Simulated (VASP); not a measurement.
```yaml
crystal:
  lattice:
    - [1.43565, 0.82887, 6.11699]
    - [-1.43565, 0.82887, 6.11699]
    - [0.00000, -1.65774, 6.11699]
  atoms:
    - { symbol: Li, position: [0.50000, 0.50000, 0.50000] }
    - { symbol: Ag, position: [0.00000, 0.00000, 0.00000] }
    - { symbol: F, position: [0.11034, 0.11034, 0.11034] }
    - { symbol: F, position: [0.88966, 0.88966, 0.88966] }
```

All values below come from LDA (Ceperley-Alder, Perdew-Zunger), VASP's LDA PAW potentials (set 64) (plane waves; VASP). Run with 520 eV cut-off, Gaussian smearing of 0.050 eV, potentials Li_sv Ag F.

Task: Give the energies of bands 4 to 16 at the high-symmetry points, in eV from the valence-band maximum.

Result: 
| band | Γ | T | H2 | L | S0 | F |
|---|---|---|---|---|---|---|
| 4 | -6.38 | -5.40 | -5.74 | -6.09 | -5.76 | -5.69 |
| 5 | -4.97 | -4.97 | -5.00 | -5.20 | -4.89 | -5.12 |
| 6 | -3.54 | -4.91 | -4.54 | -4.74 | -4.74 | -5.04 |
| 7 | -3.35 | -3.35 | -4.38 | -4.64 | -4.28 | -4.64 |
| 8 | -3.35 | -3.35 | -4.03 | -3.83 | -4.06 | -3.75 |
| 9 | -3.27 | -3.17 | -3.63 | -3.36 | -3.56 | -3.51 |
| 10 | -3.27 | -3.17 | -3.04 | -2.52 | -3.07 | -3.16 |
| 11 | -2.28 | -2.49 | -2.90 | -2.42 | -2.88 | -2.45 |
| 12 | -2.28 | -2.49 | -2.11 | -1.76 | -2.19 | -1.60 |
| 13 | -1.39 | -1.28 | -2.02 | -1.60 | -1.98 | -1.42 |
| 14 | -1.39 | -1.28 | -0.18 | -0.22 | -0.19 | 0.00 |
| 15 | 1.78 | 2.67 | 6.62 | 3.43 | 6.90 | 3.46 |
| 16 | 6.22 | 5.67 | 7.56 | 7.38 | 7.30 | 7.86 |

The gap is indirect, 1.78 eV, from the valence maximum at F to the conduction minimum at Γ.

The structure comes from a computed database's LiAgF2 entry (R-3m); how it stands against other phases isn't given here. It was relaxed first, which changed the volume by -15 %.
